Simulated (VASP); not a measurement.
A convergence study with VASP on In (bct): one setting is varied, all else stays as given below, so the limit is that of these other settings.

```
CELL_PARAMETERS angstrom
     -1.62500     1.62500     2.47500
      1.62500    -1.62500     2.47500
      1.62500     1.62500    -2.47500
ATOMIC_POSITIONS crystal
  In 0.00000 0.00000 0.00000
```

Calculation: PBE GGA, VASP's PBE PAW potentials (set 64) (plane waves; VASP). The tightest run used: 550 eV cut-off, 26×26×26 Γ-centred mesh, first-order Methfessel-Paxton smearing of 0.10 eV, potentials In_d.

```tsv
setting	E (eV/atom)	pressure (GPa)	irreducible k-points
1×1×1 mesh	-0.0586	8.49	1
2×2×2 mesh	-2.9135	-5.54	4
3×3×3 mesh	-1.8681	2.04	6
4×4×4 mesh	-2.4065	4.16	13
5×5×5 mesh	-2.5005	2.78	18
6×6×6 mesh	-2.5787	1.63	30
8×8×8 mesh	-2.5457	1.75	59
9×9×9 mesh	-2.5355	2.11	75
```

Problem. These are the cheaper rows. Estimate the results at 26×26×26 mesh, and how far the last row shown lies from them.

Solution. 
```json
[
 {"quantity": "E (eV/atom)", "tightest run": "-2.5514", "last row shown is off by": "0.0159"},
 {"quantity": "pressure (GPa)", "tightest run": "1.95", "last row shown is off by": "0.16"}
]
```

Left out are rungs that failed or repeat a setting and relaxations that didn't move; long series are thinned to 24 rows.

The compound is In in the bct structure. The cell was not relaxed at this level.
